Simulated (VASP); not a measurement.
# TaSi2: formation energy of a point defect, part 4 of 4

How easily does a point defect form in TaSi2? The host is relaxed first, then a supercell is run with and without the defect. The start is a cell from a database of measured crystal structures.

VASP 6.6.1, plane waves and PAW; the level of theory is named at each step.

So far. Step 5 (Reference Ta): The run ended after 3 ionic steps, 0.006 eV below its first step, once forces and stress met EDIFFG = -0.02. Step 5 (Reference Ta): Energy at zero smearing: -48.62408 eV.

The database entry behind the starting cell has ideal inner coordinates that were not refined, so it need not match the best structure at ambient conditions.

**6. Relaxing the defect**

This step: r2SCAN; plane waves and PAW (Ta, Si) (VASP 6.6.1).

System of this step: Ta12Si23. The cell holds 35 atoms: 12 Ta and 23 Si. Its edges and angles: a = 10.553 Å, b = 10.553 Å, c = 8.113 Å, α = 120.2°, β = 120.2°, γ = 103.1°. It derives from TaSi2. Nearest the centre at fractional (0.162, 0.242, 0.237): Si19 at 2.55 Å, Si32 at 2.55 Å, Ta6 at 2.60 Å, Ta9 at 2.60 Å, Si25 at 2.61 Å, Ta1 at 2.72 Å, Ta3 at 2.72 Å, Ta4 at 2.82 Å.

The host is treated as a metal, since its gap is under 0.3 eV or closed. The atoms relax at the host's fixed cell.

INCAR

```
SYSTEM = Ta12Si23
PREC = Normal
ENCUT = 300
EDIFF = 1E-05
NELM = 120
ISMEAR = 1
SIGMA = 0.2
LREAL = Auto
ALGO = Normal
METAGGA = R2SCAN
LASPH = .TRUE.
NBANDS = 100
LORBIT = 11
LWAVE = .FALSE.
LCHARG = .TRUE.
KPAR = 4
IBRION = 2
NSW = 50
ISIF = 2
EDIFFG = -0.03
POTIM = 0.4
MAXMIX = 40
ISYM = 2
```

POSCAR

```
Ta12Si23
1.0
   -7.1569398381      4.1320611421      6.5622741355
    7.1569398381     -4.1320611421      6.5622741355
    2.3856466127      4.1320611421     -6.5622741355
Ta Si
12 23
Direct
    0.3333333300      0.0833333300      0.2500000000
    0.8333333300      0.5833333300      0.2500000000
    0.8333333300      0.0833333300      0.7500000000
    0.3333333300      0.5833333300      0.7500000000
    0.6666666700      0.6666666700      0.5000000000
    0.1666666700      0.1666666700      0.5000000000
    0.1666666700      0.6666666700      0.0000000000
    0.6666666700      0.1666666700      0.0000000000
    0.2500000000      0.5000000000      0.2500000000
    0.7500000000      0.0000000000      0.2500000000
    0.7500000000      0.5000000000      0.7500000000
    0.2500000000      0.0000000000      0.7500000000
    0.6624226200      0.7415119000      0.2372678500
    0.6624226200      0.2415119000      0.7372678500
    0.1624226200      0.7415119000      0.7372678500
    0.8375773800      0.4957559500      0.5000000000
    0.3375773800      0.9957559500      0.5000000000
    0.3375773800      0.4957559500      0.0000000000
    0.8375773800      0.9957559500      0.0000000000
    0.5918214300      0.6709107200      0.7627321500
    0.0918214300      0.1709107200      0.7627321500
    0.0918214300      0.6709107200      0.2627321500
    0.5918214300      0.1709107200      0.2627321500
    0.5042440500      0.4251547700      0.7627321500
    0.0042440500      0.9251547700      0.7627321500
    0.0042440500      0.4251547700      0.2627321500
    0.5042440500      0.9251547700      0.2627321500
    0.4957559500      0.8375773800      0.5000000000
    0.9957559500      0.3375773800      0.5000000000
    0.9957559500      0.8375773800      0.0000000000
    0.4957559500      0.3375773800      0.0000000000
    0.4081785700      0.3290892800      0.2372678500
    0.9081785700      0.8290892800      0.2372678500
    0.9081785700      0.3290892800      0.7372678500
    0.4081785700      0.8290892800      0.7372678500
```

KPOINTS

```
Automatic mesh
0
Gamma
5 5 5
0 0 0
```

PAW data sets: Ta and Si (PBE family, release 64).

The run is started by

```sh
> mpirun -np 4 vasp_std
```

Output:

```text
[banner, memory and clock lines left out]
running    4 mpi-ranks, on    1 nodes
[...]
[... a notice as in an earlier step ...]

 LDA part: xc-table for (None), standard interpolation
 POSCAR, INCAR and KPOINTS ok, starting setup
[...]
entering main loop
       N       E                     dE             d eps       ncg     rms          rms(c)
DAV:   1    -0.291105687225E+03   -0.29111E+03   -0.46090E+04 12600   0.877E+02
DAV:   2    -0.778232596481E+03   -0.48713E+03   -0.46519E+03 15592   0.170E+02
DAV:   3    -0.808575344657E+03   -0.30343E+02   -0.29319E+02 15936   0.379E+01
DAV:   4    -0.809615359252E+03   -0.10400E+01   -0.10294E+01 16296   0.741E+00
[...]
DAV:  12    -0.798885756316E+03   -0.44379E-03   -0.13721E-03 15904   0.980E-02    0.956E-02
DAV:  13    -0.798885831181E+03   -0.74865E-04   -0.25522E-04 15872   0.433E-02    0.322E-02
DAV:  14    -0.798885840056E+03   -0.88754E-05   -0.41814E-05 12536   0.174E-02
   1 F= -.79888584E+03 E0= -.79888770E+03  d E =-.798886E+03
[...]
N       E                     dE             d eps       ncg     rms          rms(c)
DAV:   1    -0.799034684833E+03   -0.14885E+00   -0.57022E+00 12664   0.600E+00    0.104E+00
DAV:   2    -0.799049972472E+03   -0.15288E-01   -0.15913E-01 16104   0.104E+00    0.393E-01
DAV:   3    -0.799049904872E+03    0.67600E-04   -0.10068E-02 16456   0.257E-01    0.285E-01
DAV:   4    -0.799049974791E+03   -0.69919E-04   -0.11885E-03 15800   0.922E-02    0.133E-01
DAV:   5    -0.799050028455E+03   -0.53664E-04   -0.32756E-04 16168   0.472E-02    0.471E-02
DAV:   6    -0.799050025539E+03    0.29154E-05   -0.90571E-05 15872   0.241E-02
   2 F= -.79905003E+03 E0= -.79905146E+03  d E =-.164185E+00
 trial-energy change:   -0.164185  1 .order   -0.163859   -0.206901   -0.120817
 step:   2.4035(harm=  2.4035)  dis= 0.05110  next Energy=  -799.134481 (dE=-0.249E+00)
[...]
N       E                     dE             d eps       ncg     rms          rms(c)
DAV:   1    -0.799105749041E+03   -0.55721E-01   -0.11206E+01 12656   0.841E+00    0.144E+00
DAV:   2    -0.799134449588E+03   -0.28701E-01   -0.31460E-01 16120   0.148E+00    0.182E-01
DAV:   3    -0.799136319533E+03   -0.18699E-02   -0.15846E-02 15752   0.312E-01    0.761E-02
DAV:   4    -0.799136383625E+03   -0.64093E-04   -0.65351E-04 17232   0.613E-02    0.456E-02
DAV:   5    -0.799136390550E+03   -0.69242E-05   -0.25969E-05 11984   0.137E-02
   3 F= -.79913639E+03 E0= -.79913712E+03  d E =-.250550E+00
[...]
N       E                     dE             d eps       ncg     rms          rms(c)
DAV:   1    -0.799180795154E+03   -0.44412E-01   -0.45212E+00 12600   0.532E+00    0.581E-01
DAV:   2    -0.799193493802E+03   -0.12699E-01   -0.10193E-01 16136   0.815E-01    0.239E-01
DAV:   3    -0.799193197192E+03    0.29661E-03   -0.48835E-03 16080   0.176E-01    0.144E-01
 hard stop encountered!  aborting job ...
|                                                                             |
|           W    W    AA    RRRRR   N    N  II  N    N   GGGG   !!!           |
|           W    W   A  A   R    R  NN   N  II  NN   N  G    G  !!!           |
|           W    W  A    A  R    R  N N  N  II  N N  N  G       !!!           |
|           W WW W  AAAAAA  RRRRR   N  N N  II  N  N N  G  GGG   !            |
|           WW  WW  A    A  R   R   N   NN  II  N   NN  G    G                |
|           W    W  A    A  R    R  N    N  II  N    N   GGGG   !!!           |
|                                                                             |
|     The electronic self-consistency was not achieved in the given           |
|     number of steps (NELM). The forces and other quantities evaluated       |
|     might not be reliable so examine the results carefully. If you find     |
|     spurious results, we suggest increasing NELM, if you were close to      |
|     convergence or switching to a different ALGO or adjusting the           |
|     density mixing parameters otherwise.                                    |
|                                                                             |

 soft stop encountered!  aborting job ...
```

Elapsed: 51 min, on 4 MPI ranks of AMD EPYC 7R43, shared host.

The run was stopped at its time limit, so it gives no result of its own.

**7. Results**

```
result : none
```

The session ends without its result: «relax the defect» met its time limit.

[Lines on the potential files, build, host, timing and source positions are cut from VASP's logs without a mark.]

[Logs are printed without paths, hosts, clocks, repeated set-up lines and the standing remarks that a program may print on its own settings, such as how far it seeks lower states.]

[Hosts, paths, dates, database ids (printed as entryN), source tags and the programs' standing remarks are cut or masked in the printed files.]

[In band tables of VASP the shares of atoms and orbitals are scaled to a sum of 1 inside the atoms' spheres.]

[Runs that stopped without an error message from VASP are left out.]
